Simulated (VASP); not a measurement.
ZnS (wurtzite): the bulk modulus from VASP (plane waves, PAW) at several levels of theory. Static lattice, third-order Birch-Murnaghan fit over five volumes.  The measured value holds thermal and zero-point effects that the static calculation lacks.

```json
[
 {"level": "LDA", "bulk modulus (GPa)": "85.6", "error against measurement": "+7.0 %"},
 {"level": "PBE", "bulk modulus (GPa)": "69.0", "error against measurement": "-13.7 %"},
 {"level": "PBEsol", "bulk modulus (GPa)": "78.0", "error against measurement": "-2.4 %"},
 {"level": "SCAN", "bulk modulus (GPa)": "82.9", "error against measurement": "+3.6 %"},
 {"level": "r2SCAN", "bulk modulus (GPa)": "79.1", "error against measurement": "-1.2 %"},
 {"level": "r2SCAN+rVV10", "bulk modulus (GPa)": "81.4", "error against measurement": "+1.8 %"}
]
```

Measured: 80.0 GPa (as given by Isothermal phase behavior of Ag3SbS3, ZnGeP2, and ZnS (abstract)).

The cell of the LDA run:

```xyz
4
Lattice="1.8713 -3.2412 0.0000 1.8713 3.2412 0.0000 0.0000 0.0000 6.1492" Properties=species:S:1:pos:R:3 pbc="T T T"
Zn     1.8713    -1.0804     3.0786
Zn     1.8713     1.0804     0.0040
S      1.8713    -1.0804     5.3766
S      1.8713     1.0804     2.3020
```

Only levels that ran to the end are used. Left out are those held back, those with too coarse a band path, GW runs whose mesh misses a band edge, hybrids' fits of cells that aren't cubic and levels without matching references; a question may draw on a part of the rest.

The compound is ZnS in the wurtzite structure, the high-temperature form.
